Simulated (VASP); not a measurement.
Data:

```
CELL_PARAMETERS angstrom
      0.00000     2.94863     2.94863
      2.94863     0.00000     2.94863
      2.94863     2.94863     0.00000
ATOMIC_POSITIONS crystal
  In 0.00000 0.00000 0.00000
  P  0.25000 0.25000 0.25000
```

These are PBE GGA, VASP's PBE PAW potentials (set 64) (plane waves; VASP) values and carry that method's errors. Numerical set-up: 520 eV cut-off, 8×8×8 Γ-centred mesh, Gaussian smearing of 0.050 eV, potentials In_d P.

Give the stress tensor in GPa (positive for a compressed cell).

```
1.96  0.00  0.00
0.00  1.96  0.00
0.00  0.00  1.96
```
The pressure is its mean diagonal, 1.96 GPa.

The compound is InP in the zinc blende structure. This cell is one point of a volume scan, at 0.97 of the reference volume.
